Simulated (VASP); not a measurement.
Here is a VASP 6.6.1 calculation.

INCAR

```
SYSTEM = InSb
PREC = Accurate
ENCUT = 520
EDIFF = 1E-6
ISMEAR = 0
SIGMA = 0.1
LREAL = .FALSE.
LASPH = .TRUE.
NELM = 100
ALGO = Normal
ISIF = 2
LWAVE = .FALSE.
LCHARG = .FALSE.
GGA = PS
```

Contents of KPOINTS:

```
regular mesh
0
G
  18 18 18
  0 0 0
```

The input POSCAR:

```
InSb
1.0
    0.0000000000      3.2604100000      3.2604100000
    3.2604100000      0.0000000000      3.2604100000
    3.2604100000      3.2604100000      0.0000000000
In Sb
1 1
Direct
    0.0000000000      0.0000000000      0.0000000000
    0.7500000000      0.7500000000      0.7500000000
```

Potentials or basis: VASP PAW PBE potentials, release 64 (In_d, Sb).

Command:

```bash
$ cat potpaw_PBE.64/In_d/POTCAR potpaw_PBE.64/Sb/POTCAR > POTCAR
$ mpirun -np 1 vasp_std > vasp.out
```

**Question.** Predict the band gap on the k mesh.

**Answer.** None (metal or under the smearing width).

**Question.** Estimate the pressure.

**Answer.** 0.0 GPa.

Caveat: the PAW data sets were made with another functional, which shifts forces and pressure a little; this crystal is a semiconductor, whose small gap the functional closes, so the metal is an error of the method. Spin-orbit coupling is left out, which matters for the levels of Sb.

**Experimental background.**

“Electronic Structure and Epitaxy of CdTe Shells on InSb Nanowires”, 2021, arxiv:2111.05126 quotes, for a bulk crystal of InSb: band gap 0.24 eV.

Measured gap of InSb: 0.24 eV (quoted in “Electronic Structure and Epitaxy of CdTe Shells on InSb Nanowires”, 2021, arxiv:2111.05126). This calculation gives 0.00 eV (-0.24 eV). Spin-orbit coupling on In, Sb is left out. The value is that of PBEsol on a finite k mesh, which can miss the band edges, without temperature or zero-point motion. Semilocal functionals fall short of measured gaps as a rule. The cell is a database's relaxed one, not the measured one, which moves gaps too.
